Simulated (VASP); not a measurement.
Given:

```
CELL_PARAMETERS angstrom
      0.00000     3.07762     3.07762
      3.07762     0.00000     3.07762
      3.07762     3.07762     0.00000
ATOMIC_POSITIONS crystal
  Ti 0.00000 0.00000 0.00000
  Te 0.25000 0.25000 0.25000
```

Level of theory: PBEsol GGA, VASP's PBE PAW potentials (set 64) (plane waves; VASP 6.6.1). Settings: 400 eV cut-off, Gaussian smearing of 0.050 eV, potentials Ti_sv Te.

### Question
Give the energies of bands 6 to 12 at the high-symmetry points, in eV from the Fermi level.

### Answer

```json
[
 {"band": "6", "Γ": "-3.33", "X": "-5.15", "U": "-4.74", "L": "-5.16", "W": "-4.36"},
 {"band": "7", "Γ": "-3.33", "X": "-3.18", "U": "-3.99", "L": "-3.20", "W": "-4.33"},
 {"band": "8", "Γ": "-3.33", "X": "-3.18", "U": "-3.16", "L": "-3.20", "W": "-3.34"},
 {"band": "9", "Γ": "0.08", "X": "-0.88", "U": "-0.72", "L": "0.20", "W": "-0.80"},
 {"band": "10", "Γ": "0.08", "X": "0.14", "U": "0.18", "L": "0.22", "W": "-0.03"},
 {"band": "11", "Γ": "1.66", "X": "0.45", "U": "0.21", "L": "0.22", "W": "0.39"},
 {"band": "12", "Γ": "3.21", "X": "0.68", "U": "1.00", "L": "1.70", "W": "0.84"}
]
```

It has no gap at this level: it comes out as a metal or semimetal.

The structure was generated: TiTe was put into the zinc blende type (F-43m), which need not be its known phase. It was relaxed first, which changed the volume by -28 %.
